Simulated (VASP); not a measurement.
```
CELL_PARAMETERS angstrom
      0.00000     3.39443     3.39443
      3.39443     0.00000     3.39443
      3.39443     3.39443     0.00000
ATOMIC_POSITIONS crystal
  Sr 0.00000 0.00000 0.00000
  Te 0.50000 0.50000 0.50000
```

These are PBE GGA, VASP's PBE PAW potentials (set 64) (plane waves; VASP) values and carry that method's errors. Run with 300 eV cut-off, 9×9×9 Γ-centred mesh, Gaussian smearing of 0.010 eV, potentials Sr_sv Te.

At this cut-off the stress carries a Pulay error, which pulls relaxed volumes low. Energy and stress use the plane-wave basis of the starting cell.

### Question
The ions, cell shape and volume are relaxed. Give the cell that the relaxation ends in.

### Answer

```
CELL_PARAMETERS angstrom
      0.00000     3.36084     3.36084
      3.36084     0.00000     3.36084
      3.36084     3.36084     0.00000
ATOMIC_POSITIONS crystal
  Sr 0.00000 0.00000 0.00000
  Te 0.50000 0.50000 0.50000
```
Space group Fm-3m (225), at a tolerance of 0.03 Å.

### Question
How do energy and volume change from the first to the last step?

### Answer
The energy (σ→0) changes by -3.4 meV/atom and the volume by -2.9 %, in 3 ionic steps.

The structure comes from a computed database's SrTe entry; how it stands against other phases isn't given here. This run relaxes it. Symmetry was kept, so distortions that lower it aren't found. The run is one of a series of settings (EDIFFG = -0.01, IBRION = 2, ISIF = 3, NSW = 50 against the base run), some of them coarse on purpose.
